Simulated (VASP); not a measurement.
Output of a VASP run:

**OUTCAR**
```
 ion  position               nearest neighbor table
   1  0.000  0.000  0.000-   2 2.54   3 2.54   4 2.54   2 2.54   3 2.54   2 2.54   4 2.54   2 2.54
                             3 2.54   4 2.54   3 2.54   4 2.54
   2  0.000  0.500  0.500-   1 2.54   3 2.54   4 2.54   1 2.54   4 2.54   1 2.54   3 2.54   1 2.54
                             3 2.54   4 2.54   4 2.54   3 2.54
   3  0.500  0.000  0.500-   1 2.54   2 2.54   4 2.54   1 2.54   4 2.54   2 2.54   4 2.54   4 2.54
                             1 2.54   2 2.54   1 2.54   2 2.54
   4  0.500  0.500  0.000-   1 2.54   2 2.54   3 2.54   2 2.54   3 2.54   1 2.54   3 2.54   3 2.54
                             1 2.54   2 2.54   2 2.54   1 2.54
  LATTYP: Found a simple cubic cell.
 ALAT       =     3.5986048318
 Subroutine PRICEL returns:
 Original cell was already a primitive cell.
 Subroutine GETGRP returns: Found 48 space group operations
The static configuration has the point symmetry O_h .
The dynamic configuration has the point symmetry O_h .
The overall configuration has the point symmetry O_h .
 Subroutine INISYM returns: Found 48 space group operations
 Subroutine IBZKPT returns following result:
 Found     35 irreducible k-points:

 Following reciprocal coordinates:
            Coordinates               Weight
  0.000000  0.000000  0.000000      1.000000
  0.125000  0.000000  0.000000      6.000000
  0.250000  0.000000  0.000000      6.000000
  0.375000  0.000000  0.000000      6.000000
  0.500000  0.000000  0.000000      3.000000
  0.125000  0.125000  0.000000     12.000000
  0.250000  0.125000  0.000000     24.000000
  0.375000  0.125000  0.000000     24.000000
  0.500000  0.125000  0.000000     12.000000
  0.250000  0.250000  0.000000     12.000000
  0.375000  0.250000  0.000000     24.000000
  0.500000  0.250000  0.000000     12.000000
  0.375000  0.375000  0.000000     12.000000
  0.500000  0.375000  0.000000     12.000000
  0.500000  0.500000  0.000000      3.000000
  0.125000  0.125000  0.125000      8.000000
  0.250000  0.125000  0.125000     24.000000
  0.375000  0.125000  0.125000     24.000000
  0.500000  0.125000  0.125000     12.000000
  0.250000  0.250000  0.125000     24.000000
  0.375000  0.250000  0.125000     48.000000
  0.500000  0.250000  0.125000     24.000000
  0.375000  0.375000  0.125000     24.000000
  0.500000  0.375000  0.125000     24.000000
  0.500000  0.500000  0.125000      6.000000
  0.250000  0.250000  0.250000      8.000000
  0.375000  0.250000  0.250000     24.000000
  0.500000  0.250000  0.250000     12.000000
  0.375000  0.375000  0.250000     24.000000
  0.500000  0.375000  0.250000     24.000000
  0.500000  0.500000  0.250000      6.000000
  0.375000  0.375000  0.375000      8.000000
  0.500000  0.375000  0.375000     12.000000
  0.500000  0.500000  0.375000      6.000000
  0.500000  0.500000  0.500000      1.000000
   k-points           NKPTS =     35   k-points in BZ     NKDIM =     35   number of bands    NBANDS=     21
   number of dos      NEDOS =    301   number of ions     NIONS =      4
   total plane-waves  NPLWV =  21952
   dimension x,y,z NGX =    28 NGY =   28 NGZ =   28
   dimension x,y,z NGXF=    56 NGYF=   56 NGZF=   56
   ions per type =               1   3
   PREC   = accura    normal or accurate (medium, high low for compatibility)
   ISTART =      0    job   : 0-new  1-cont  2-samecut
   ICHARG =      2    charge: 1-file 2-atom 10-const
   ISPIN  =      2    spin polarized calculation?
   LNONCOLLINEAR =      F non collinear calculations
   LSORBIT =      F    spin-orbit coupling
   INIWAV =      1    electr: 0-lowe 1-rand  2-diag
   ENCUT  =  520.0 eV  38.22 Ry    6.18 a.u.   6.69  6.69  6.69*2*pi/ulx,y,z
   NELM   =    100;   NELMIN=  2; NELMDL= -5     # of ELM steps
   EDIFF  = 0.1E-05   stopping-criterion for ELM
   LREAL  =      F    real-space projection
   NLSPLINE    = F    spline interpolate recip. space projectors
   LMAXMIX     =    4 max onsite mixed and CHGCAR
   VOSKOWN=      0    Vosko Wilk Nusair interpolation
   EDIFFG = -.2E-01   stopping-criterion for IOM
   NSW    =     60    number of steps for IOM
...
```

**OSZICAR**
```
       N       E                     dE             d eps       ncg     rms          rms(c)
DAV:   1     0.192323809723E+03    0.19232E+03   -0.14593E+04  2940   0.198E+03
DAV:   2    -0.138742560506E+02   -0.20620E+03   -0.19772E+03  2940   0.355E+02
DAV:   3    -0.236857731946E+02   -0.98115E+01   -0.92098E+01  3266   0.106E+02
DAV:   4    -0.238527738648E+02   -0.16700E+00   -0.16642E+00  3355   0.125E+01
DAV:   5    -0.238586816906E+02   -0.59078E-02   -0.59073E-02  3490   0.221E+00    0.187E+01
DAV:   6    -0.251413647938E+02   -0.12827E+01   -0.62992E+01  3341   0.130E+02    0.216E+01
DAV:   7    -0.200638309937E+02    0.50775E+01   -0.19199E+01  3304   0.714E+01    0.247E+00
DAV:   8    -0.200664502657E+02   -0.26193E-02   -0.42559E-01  3095   0.557E+00    0.167E+00
DAV:   9    -0.200478105051E+02    0.18640E-01   -0.58594E-02  3729   0.346E+00    0.513E-01
DAV:  10    -0.200472146196E+02    0.59589E-03   -0.36984E-03  3473   0.724E-01    0.204E-01
DAV:  11    -0.200471514601E+02    0.63159E-04   -0.26609E-04  3809   0.230E-01    0.116E-01
DAV:  12    -0.200470941416E+02    0.57319E-04   -0.82377E-05  3747   0.108E-01    0.364E-02
DAV:  13    -0.200470899645E+02    0.41771E-05   -0.98419E-06  3179   0.392E-02    0.181E-02
DAV:  14    -0.200470883154E+02    0.16491E-05   -0.79324E-07  1725   0.144E-02    0.842E-03
DAV:  15    -0.200470875510E+02    0.76441E-06   -0.48317E-07  1650   0.791E-03
   1 F= -.20047088E+02 E0= -.20046787E+02  d E =-.200471E+02  mag=     0.7772
```

### OUTCAR
```
------------------------ aborting loop because EDIFF is reached ----------------------------------------
  FORCE on cell =-STRESS in cart. coord.  units (eV):
  Direction    XX          YY          ZZ          XY          YZ          ZX
  --------------------------------------------------------------------------------------
  Total        0.0249939      0.0249939      0.0249939      0.0000000     -0.0000000      0.0000000
  in kB        0.8592960      0.8592960      0.8592960      0.0000000     -0.0000000      0.0000000
  external PRESSURE =       0.8592960 kB  Pullay stress =       0.0000000 kB
  volume of cell :       46.60
      direct lattice vectors                 reciprocal lattice vectors
     3.598604832  0.000000000  0.000000000     0.277885471  0.000000000  0.000000000
     0.000000000  3.598604832  0.000000000     0.000000000  0.277885471  0.000000000
     0.000000000  0.000000000  3.598604832     0.000000000  0.000000000  0.277885471
 POSITION                                       TOTAL-FORCE (eV/Angst)
 -----------------------------------------------------------------------------------
      0.00000      0.00000      0.00000         0.000000      0.000000      0.000000
      0.00000      1.79930      1.79930         0.000000      0.000000      0.000000
      1.79930      0.00000      1.79930         0.000000      0.000000      0.000000
      1.79930      1.79930      0.00000         0.000000      0.000000      0.000000
 -----------------------------------------------------------------------------------
    total drift:                                0.000000      0.000000      0.000000
  FREE ENERGIE OF THE ION-ELECTRON SYSTEM (eV)
  ---------------------------------------------------
  free  energy   TOTEN  =       -20.0470875510 eV

  energy  without entropy=      -20.0461862162  energy(sigma->0) =      -20.04678711

 total charge

# of ion       s       p       d       tot
------------------------------------------
    1        0.409   0.380   0.000   0.789
    2        0.478   0.488   8.359   9.325
    3        0.478   0.488   8.359   9.325
    4        0.478   0.488   8.359   9.325
--------------------------------------------------
tot          1.841   1.844  25.077  28.763

 magnetization (x)

# of ion       s       p       d       tot
------------------------------------------
    1       -0.001  -0.009   0.000  -0.009
    2       -0.004  -0.011   0.295   0.280
    3       -0.004  -0.011   0.295   0.280
    4       -0.004  -0.011   0.295   0.280
--------------------------------------------------
tot         -0.011  -0.042   0.885   0.831

 reached required accuracy - stopping structural energy minimisation
```
(Selected blocks of OUTCAR.)

POSCAR:
```
Ni3Al
1
    3.5986048318     0.0000000000     0.0000000000
    0.0000000000     3.5986048318     0.0000000000
   -0.0000000000     0.0000000000     3.5986048318
Al Ni
1 3
Direct
  0.0000000000   0.0000000000   0.0000000000
  0.0000000000   0.5000000000   0.5000000000
  0.5000000000   0.0000000000   0.5000000000
  0.5000000000   0.5000000000   0.0000000000
```

Problem. Write an INCAR and KPOINTS that could have produced this output.

Solution. One answer among several that fit: the input of the run itself, RPBE GGA, plane waves, VASP's PBE PAW potentials (set 64).

KPOINTS:
```
Automatic mesh
0
Gamma
8 8 8
0 0 0
```

INCAR:
```
SYSTEM = Ni3Al
PREC = Accurate
ENCUT = 520
EDIFF = 1E-6
NELM = 100
ALGO = Normal
LREAL = .FALSE.
LASPH = .TRUE.
ISMEAR = 1
SIGMA = 0.1
GGA = RP
LMAXMIX = 4
ISPIN = 2
MAGMOM = 0.0 0.5 0.5 0.5
LORBIT = 10
LWAVE = .FALSE.
LCHARG = .FALSE.
IBRION = 2
ISIF = 3
NSW = 60
EDIFFG = -0.02
```

POTCAR, in this order: Al Ni (PBE.64 set). Program: vasp_std.

The compound is Ni3Al in the L1_2 structure. It was relaxed first. The start is the result of an earlier pass.
